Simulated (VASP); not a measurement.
CaO:

```xyz
2
Lattice="0.0000 2.4190 2.4190 2.4190 0.0000 2.4190 2.4190 2.4190 0.0000" Properties=species:S:1:pos:R:3 pbc="T T T"
Ca    0.0000    0.0000    0.0000
O     2.4190    2.4190    2.4190
```

The cell was built by a generator and needn't be a form met in nature.

Base run:

| Property | Result |
| --- | --- |
| Program | VASP 6.6.1 |
| Functional | PBE |
| Potentials or basis | VASP PAW PBE potentials, release 64 (Ca_sv, O) |
| Cutoff | 520 eV |
| k mesh | 10 × 10 × 10 |
| Occupations | gaussian, width 0.02 eV |
| Spin | no spin polarisation |

Its results: band gap on the k mesh 3.64 eV, indirect (least direct gap 4.02 eV).

**Question.** The run is repeated on the same cell with these changes: functional from PBE to r2SCAN. What comes out?

**Answer.** Band gap on the k mesh 4.19 eV, indirect (least direct gap 4.57 eV).

r2SCAN gives the wider gap, since meta-GGAs in the generalised Kohn-Sham scheme recover part of the derivative discontinuity.
